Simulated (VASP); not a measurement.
# Band gap of WS2 (Tungstenite) at several levels of theory, part 3 of 3

Aim: the gap of WS2 (Tungstenite) on one structure at many levels of theory. The starting structure is a measured crystal structure from the Crystallography Open Database. The atoms were first relaxed with LDA in that cell, in a run that isn't shown, and the relaxed structure is the one below. Meshes and data sets differ where the inputs say so.

VASP 6.6.1.

Results so far: LDA 0.950 eV; PBE 1.039 eV; r2SCAN 1.141 eV; TB-mBJ 1.303 eV; LDA + spin-orbit coupling 0.901 eV; r2SCAN + spin-orbit coupling 1.091 eV.

### Step 8. Bands with TB-mBJ + spin-orbit coupling

Level of this step: TB-mBJ, spin-orbit coupling; plane waves and PAW (W, S) (VASP).

The input, INCAR:

```
SYSTEM = WS2
PREC = Accurate
ENCUT = 350
EDIFF = 1E-06
NELM = 150
ISMEAR = 0
SIGMA = 0.03
LREAL = .FALSE.
ALGO = Normal
METAGGA = MBJ
LASPH = .TRUE.
LNONCOLLINEAR = .TRUE.
MAGMOM = 0 0 0 0 0 0 0 0 0 0 0 0 0 0 0 0 0 0
NBANDS = 48
GGA_COMPAT = .FALSE.
LSORBIT = .TRUE.
LMAXMIX = 4
LORBIT = 11
LWAVE = .FALSE.
LCHARG = .FALSE.
KPAR = 16
```

The input, POSCAR:

```
WS2
1.0
    3.1532000000      0.0000000000      0.0000000000
   -1.5766000000      2.7307513032      0.0000000000
    0.0000000000      0.0000000000     12.3230000000
W S
2 4
Direct
    0.6666666667      0.3333333333      0.7500000000
    0.3333333333      0.6666666667      0.2500000000
    0.6666666667      0.3333333333      0.3760628225
    0.3333333333      0.6666666667      0.8760628225
    0.6666666667      0.3333333333      0.1239371775
    0.3333333333      0.6666666667      0.6239371775
```

The input, KPOINTS:

```
Automatic mesh
0
Gamma
9 9 2
0 0 0
```

The input, KPOINTS_OPT:

```
Line mode
8
Line-mode
Reciprocal
  0.00000000   0.00000000   0.00000000 GAMMA
  0.50000000   0.00000000   0.00000000 M

  0.50000000   0.00000000   0.00000000 M
  0.33333333   0.33333333   0.00000000 K

  0.33333333   0.33333333   0.00000000 K
  0.00000000   0.00000000   0.00000000 GAMMA

  0.00000000   0.00000000   0.00000000 GAMMA
  0.00000000   0.00000000   0.50000000 A

  0.00000000   0.00000000   0.50000000 A
  0.50000000   0.00000000   0.50000000 L

  0.50000000   0.00000000   0.50000000 L
  0.33333333   0.33333333   0.50000000 H

  0.33333333   0.33333333   0.50000000 H
  0.00000000   0.00000000   0.50000000 A

  0.50000000   0.00000000   0.50000000 L
  0.50000000   0.00000000   0.00000000 M

  0.33333333   0.33333333   0.00000000 K
  0.33333333   0.33333333   0.50000000 H
```

The projector-augmented-wave data sets are W and S (PBE family, release 64).

Command:

```console
> mpirun -np 16 vasp_ncl
```

The program printed:

```text
[... set-up lines as in an earlier step ...]
 entering main loop
       N       E                     dE             d eps       ncg     rms          rms(c)
DAV:   1     0.196559832469E+04    0.19656E+04   -0.12803E+04  2304   0.972E+02
DAV:   2     0.177862272392E+04   -0.18698E+03   -0.17960E+03  3056   0.246E+02
DAV:   3     0.176634453226E+04   -0.12278E+02   -0.12152E+02  2920   0.639E+01
DAV:   4     0.176603818804E+04   -0.30634E+00   -0.30476E+00  3224   0.104E+01
[...]
DAV:  39     0.177942648140E+04    0.20662E-04   -0.16222E-09  1248   0.284E-04    0.434E-04
DAV:  40     0.177942649094E+04    0.95414E-05   -0.12066E-09  1224   0.218E-04    0.292E-04
DAV:  41     0.177942649023E+04   -0.70836E-06   -0.11395E-09  1224   0.192E-04
   1 F= 0.17794265E+04 E0= 0.17794265E+04  d E =-.419750E-18  mag=     0.0000     0.0000     0.0000
 Start KPOINTS_OPT (optional k-point list driver)
k-point batch [1-24\72]
       N       E                     dE             ncg
DAV:   1     0.499847939910E+04   -0.13284E+05     2320
DAV:   2     0.524278086467E+03   -0.44742E+04     3040
DAV:   3     0.230958127322E+03   -0.29332E+03     2936
DAV:   4     0.222800372870E+03   -0.81578E+01     3272
DAV:   5     0.222618521399E+03   -0.18185E+00     2952
DAV:   6     0.222613646311E+03   -0.48751E-02     3352
DAV:   7     0.222613512835E+03   -0.13348E-03     2976
DAV:   8     0.222613507625E+03   -0.52101E-05     2560
DAV:   9     0.222613507329E+03   -0.29524E-06     2088
[...]
k-point batch [49-72\72]
       N       E                     dE             ncg
DAV:   1     0.476568468526E+04   -0.18782E+05     2304
DAV:   2     0.435668587050E+03   -0.43300E+04     3016
DAV:   3     0.164084752953E+03   -0.27158E+03     2904
DAV:   4     0.157379717878E+03   -0.67050E+01     3192
DAV:   5     0.157232241768E+03   -0.14748E+00     2920
DAV:   6     0.157227191235E+03   -0.50505E-02     3264
DAV:   7     0.157227045427E+03   -0.14581E-03     2936
DAV:   8     0.157227038292E+03   -0.71347E-05     2576
DAV:   9     0.157227037907E+03   -0.38555E-06     2064
```

It took 5.3 min on 16 MPI ranks of Intel Xeon Platinum 8375C at 2.90GHz (Ice Lake), shared host; peak memory 7.2 GiB; 56 min of CPU time.

OUTCAR, selected parts (step 8):

```text
  Total       56.4084131     56.4084131     47.5827650     -0.0000000      0.0000000      0.0000000
  in kB      851.7347144    851.7347144    718.4724860     -0.0000000      0.0000000      0.0000000
  external PRESSURE =     807.3139716 kB  Pullay stress =       0.0000000 kB

 POSITION                                       TOTAL-FORCE (eV/Angst)
 -----------------------------------------------------------------------------------
      1.57660      0.91025      9.24225        -0.000000     -0.000000      0.000000
     -0.00000      1.82050      3.08075        -0.000000     -0.000000      0.000000
      1.57660      0.91025      4.63422         0.000000     -0.000000     -0.870672
     -0.00000      1.82050     10.79572         0.000000      0.000000     -0.870672
      1.57660      0.91025      1.52728        -0.000000     -0.000000      0.870672
     -0.00000      1.82050      7.68878         0.000000      0.000000      0.870672
 -----------------------------------------------------------------------------------
    total drift:                               -0.000000      0.000000     -0.000000

  FREE ENERGIE OF THE ION-ELECTRON SYSTEM (eV)
  ---------------------------------------------------
  free  energy   TOTEN  =      1779.4264902320 eV

  energy  without entropy=     1779.4264902320  energy(sigma->0) =     1779.42649023

 magnetization (x)
# of ion       s       p       d       tot
------------------------------------------
    1        0.000   0.000   0.000   0.000
    2        0.000   0.000  -0.000  -0.000
    3       -0.000   0.000   0.000   0.000
    4        0.000  -0.000   0.000  -0.000
    5        0.000   0.000   0.000   0.000
    6       -0.000   0.000   0.000  -0.000
--------------------------------------------------
tot         -0.000   0.000  -0.000   0.000

 magnetization (y)
# of ion       s       p       d       tot
------------------------------------------
    1        0.000  -0.000  -0.000  -0.000
    2        0.000   0.000   0.000   0.000
    3        0.000   0.000   0.000   0.000
    4        0.000   0.000   0.000   0.000
    5        0.000   0.000   0.000   0.000
    6        0.000   0.000   0.000   0.000
--------------------------------------------------
tot          0.000  -0.000  -0.000   0.000

[... 3 parts as in an earlier step ...]

[... 1 further part left out ...]
[key lines of the parts left out:]
E-fermi :   6.6875
```

TB-mBJ + spin-orbit coupling gives a least gap of 1.247 eV, and a least direct gap of 1.730 eV. The least gap is -0.056 eV from that of TB-mBJ.

### Step 9. Bands with HSE06

HSE06 mixes in a quarter of exact exchange at short range, at far higher cost; in semiconductors this cures much of the gap error, while metals seldom gain. This run uses a 5×5×2 mesh. Its starting orbitals come from a semilocal run on the same mesh, not shown.

The input, INCAR:

```
SYSTEM = WS2
PREC = Accurate
ENCUT = 350
EDIFF = 1E-06
NELM = 100
ISMEAR = 0
SIGMA = 0.03
LREAL = .FALSE.
ALGO = Normal
LHFCALC = .TRUE.
AEXX = 0.25
GGA = PE
HFSCREEN = 0.2
LASPH = .TRUE.
NBANDS = 24
PRECFOCK = Fast
LORBIT = 11
LWAVE = .FALSE.
LCHARG = .FALSE.
KPAR = 4
```

POSCAR is that of step 8.

The input, KPOINTS:

```
Automatic mesh
0
Gamma
5 5 2
0 0 0
```

KPOINTS_OPT is that of step 8.

Command:

```console
> mpirun -np 16 vasp_std
```

The program printed:

```text
[banner, memory and clock lines left out]
running   16 mpi-ranks, on    1 nodes
[...]
[... a notice as in an earlier step ...]

 LDA part: xc-table for (Slater+PW92), standard interpolation
 found WAVECAR, reading the header
 POSCAR, INCAR and KPOINTS ok, starting setup
[...]
reading WAVECAR
 the WAVECAR file was read successfully
 initial charge from wavefunction
 entering main loop
       N       E                     dE             d eps       ncg     rms          rms(c)
DAV:   1    -0.565897544133E+02   -0.56590E+02   -0.26569E+00   496   0.140E+01    0.111E+01
DAV:   2    -0.565793554502E+02    0.10399E-01   -0.13600E-01   560   0.220E+00    0.646E+00
DAV:   3    -0.565784685555E+02    0.88689E-03   -0.34504E-02   640   0.990E-01    0.372E+00
DAV:   4    -0.565759772386E+02    0.24913E-02   -0.40996E-03   600   0.408E-01    0.222E+00
[...]
DAV:   9    -0.565754116070E+02    0.14614E-05   -0.85739E-06   624   0.161E-02    0.131E-01
DAV:  10    -0.565754128715E+02   -0.12645E-05   -0.24701E-06   456   0.101E-02    0.726E-02
DAV:  11    -0.565754138379E+02   -0.96637E-06   -0.84393E-07   328   0.602E-03
   1 F= -.56575414E+02 E0= -.56575414E+02  d E =-.476904E-20
 Start KPOINTS_OPT (optional k-point list driver)
k-point batch [1-10\72]
       N       E                     dE             ncg
DAV:   1     0.196399549930E+04   -0.45614E+04      480
DAV:   2     0.219034983645E+02   -0.19421E+04      624
DAV:   3    -0.235770035967E+03   -0.25767E+03      592
DAV:   4    -0.250510791444E+03   -0.14741E+02      704
[...]
DAV:   9    -0.251301115356E+03   -0.15423E-04      432
DAV:  10    -0.251301116807E+03   -0.14508E-05      416
DAV:  11    -0.251301116971E+03   -0.16444E-06      416
[...]
k-point batch [71-72\72]
       N       E                     dE             ncg
DAV:   1     0.101121242705E+05   -0.21896E+04       96
DAV:   2     0.976407061329E+04   -0.34805E+03      120
DAV:   3     0.972476634366E+04   -0.39304E+02      128
DAV:   4     0.972347437039E+04   -0.12920E+01      128
DAV:   5     0.972344846909E+04   -0.25901E-01      128
DAV:   6     0.972344768989E+04   -0.77920E-03      112
DAV:   7     0.972344765632E+04   -0.33569E-04      112
DAV:   8     0.972344765439E+04   -0.19364E-05      112
DAV:   9     0.972344765430E+04   -0.87328E-07       80
```

Wall time 16 min (16 MPI ranks); peak memory 4.4 GiB.

OUTCAR, selected parts (step 9):

```text
 POSITION                                       TOTAL-FORCE (eV/Angst)
 -----------------------------------------------------------------------------------
      1.57660      0.91025      9.24225        -0.000000      0.000000      0.000000
     -0.00000      1.82050      3.08075         0.000000     -0.000000      0.000000
      1.57660      0.91025      4.63422        -0.000000      0.000000     -0.162256
     -0.00000      1.82050     10.79572         0.000000     -0.000000     -0.162256
      1.57660      0.91025      1.52728        -0.000000      0.000000      0.162256
     -0.00000      1.82050      7.68878         0.000000     -0.000000      0.162256
 -----------------------------------------------------------------------------------
    total drift:                                0.000005     -0.000006      0.000001

  FREE ENERGIE OF THE ION-ELECTRON SYSTEM (eV)
  ---------------------------------------------------
  free  energy   TOTEN  =       -56.5754138379 eV

  energy  without entropy=      -56.5754138379  energy(sigma->0) =      -56.57541384

[... 1 part as in an earlier step ...]

[... 2 further parts left out ...]
[key lines of the parts left out:]
E-fermi :   6.2371
```

HSE06 gives a least gap of 1.589 eV, and a least direct gap of 2.270 eV. The least gap is +0.639 eV from that of LDA, on another mesh, which alone can move a gap by some hundredths of an eV.

### Step 10. Comparison

```
                       level  gap (eV)  least direct gap (eV)   mesh  core minutes
                         LDA      0.95                  1.782  9×9×2          7.47
                         PBE     1.039                  1.792  9×9×2          10.2
                      r2SCAN     1.141                  1.929  9×9×2          24.0
                      TB-mBJ     1.303                  1.934  9×9×2          40.6
   LDA + spin-orbit coupling     0.901                  1.591  9×9×2          27.5
r2SCAN + spin-orbit coupling     1.091                  1.736  9×9×2         104.0
TB-mBJ + spin-orbit coupling     1.247                   1.73  9×9×2          85.1
                       HSE06     1.589                   2.27  5×5×2         262.0
```

Core minutes are wall time times ranks of the run shown, on a shared host.

### Step 11. What came out

| Quantity | Value |
| --- | --- |
| gap, LDA | 0.950 eV |
| gap, PBE | 1.039 eV |
| gap, r2SCAN | 1.141 eV |
| gap, TB-mBJ | 1.303 eV |
| gap, LDA + spin-orbit coupling | 0.901 eV |
| gap, r2SCAN + spin-orbit coupling | 1.091 eV |
| gap, TB-mBJ + spin-orbit coupling | 1.247 eV |
| gap, HSE06 | 1.589 eV |

In words: Without spin-orbit coupling the gap of WS2 (Tungstenite) runs from 0.950 eV (LDA) to 1.589 eV (HSE06). HSE06 gives +0.55 eV from PBE, on another mesh, which alone can move a gap by some hundredths of an eV. TB-mBJ lies -0.29 eV from HSE06, on another mesh, which alone can move a gap by some hundredths of an eV. Spin-orbit coupling changes the LDA gap by -0.048 eV. Spin-orbit coupling changes the r2SCAN gap by -0.050 eV. Spin-orbit coupling changes the TB-mBJ gap by -0.056 eV. These are gaps between Kohn-Sham or generalised Kohn-Sham levels of a static lattice, without excitons or temperature. Further runs on this material are not shown.

[Lines on the potential files, build, host, timing and source positions are cut from VASP's logs without a mark.]

[Logs are printed without paths, hosts, clocks, repeated set-up lines and the standing remarks that a program may print on its own settings, such as how far it seeks lower states.]

[Hosts, paths, dates, database ids (printed as entryN), source tags and the programs' standing remarks are cut or masked in the printed files.]
